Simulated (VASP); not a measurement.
Calculation: PBE GGA, VASP's PBE PAW potentials (set 64) (plane waves; VASP 6.6.1).

Input for VASP

File POSCAR:
```
HfB2
1
    1.5700000000    -2.7193200000     0.0000000000
    1.5700000000     2.7193200000     0.0000000000
    0.0000000000     0.0000000000     3.4800000000
Hf B
1 2
Direct
  0.0000000000   0.0000000000   0.0000000000
  0.3333330000   0.6666670000   0.5000000000
  0.6666670000   0.3333330000   0.5000000000
```

KPOINTS:
```
Automatic mesh
0
Gamma
10 10 8
0 0 0
```

### INCAR
```
! general
SYSTEM =HfB2
PREC   =Accurate
ENCUT  =520
LREAL  =.FALSE.   ! projection in real space or not
LASPH  =.TRUE.   ! aspherical one-centre terms

! electronic loop
EDIFF  =1E-5
NELM   =100   ! most electronic steps
ALGO   =Normal   ! blocked Davidson
LMAXMIX=6

! smearing
ISMEAR =1   ! Methfessel-Paxton
SIGMA  =0.1

! functional
GGA    =PE   ! PBE

! ions
ISIF   =2

! output
LWAVE  =.FALSE.
LCHARG =.FALSE.
```

POTCAR, in this order: Hf_pv B (PBE.64 set). Program: vasp_std.

Unless said otherwise, spin-orbit coupling is left out, though it shifts the bands of the heavy elements here.

Problem. What does the run give for the energy per atom (σ→0), band gap (on the k-mesh)?

Solution. 
```yaml
energy per atom (σ→0): -8.799 eV/atom
band gap (on the k-mesh): none (metal, semimetal or under 0.01 eV)
```

**OSZICAR**
```
...
DAV:   6    -0.265099532328E+02    0.22613E+01   -0.52616E+00  2012   0.150E+01    0.385E+01
DAV:   7    -0.264658221430E+02    0.44131E-01   -0.16224E+00  2080   0.882E+00    0.118E+01
DAV:   8    -0.264019736141E+02    0.63849E-01   -0.44682E-01  2000   0.470E+00    0.178E+00
DAV:   9    -0.263978361460E+02    0.41375E-02   -0.29966E-02  1976   0.136E+00    0.245E-01
DAV:  10    -0.263978049236E+02    0.31222E-04   -0.77103E-04  2056   0.242E-01    0.347E-01
DAV:  11    -0.263978054478E+02   -0.52421E-06   -0.10207E-04  2024   0.805E-02    0.175E-01
DAV:  12    -0.263978011263E+02    0.43216E-05   -0.94008E-06  1244   0.283E-02
   1 F= -.26397801E+02 E0= -.26397625E+02  d E =-.528852E-03
```

The compound is HfB2 in the AlB2 type structure. The cell was not relaxed at this level. The run is one of a series of settings (EDIFF = 1E-5 against the base run), some of them coarse on purpose.
